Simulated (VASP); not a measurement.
HfB2 (AlB2 type): the lattice constant a from VASP (plane waves, PAW) at several levels of theory. Static lattice.

```tsv
level	lattice constant a (Å)
LDA	3.104
PBE	3.143
PBEsol	3.126
SCAN	3.119
r2SCAN	3.134
```

The cell of the LDA run:

```cif
data_B2Hf
_chemical_formula_sum 'Hf1 B2'
_space_group_name_H-M_alt 'P 1'
_space_group_IT_number 1
_cell_length_a 3.10439
_cell_length_b 3.10439
_cell_length_c 3.42883
_cell_angle_alpha 90.000
_cell_angle_beta 90.000
_cell_angle_gamma 120.000
loop_
_space_group_symop_operation_xyz
  'x, y, z'
loop_
_atom_site_label
_atom_site_type_symbol
_atom_site_fract_x
_atom_site_fract_y
_atom_site_fract_z
_atom_site_occupancy
Hf1 Hf 0.00000 0.00000 0.00000 1
B1 B 0.33333 0.66667 0.50000 1
B2 B 0.66667 0.33333 0.50000 1
```

Only levels that ran to the end are used. Left out are those held back, those with too coarse a band path, GW runs whose mesh misses a band edge, hybrids' fits of cells that aren't cubic and levels without matching references; a question may draw on a part of the rest.

The compound is HfB2 in the AlB2 type structure.
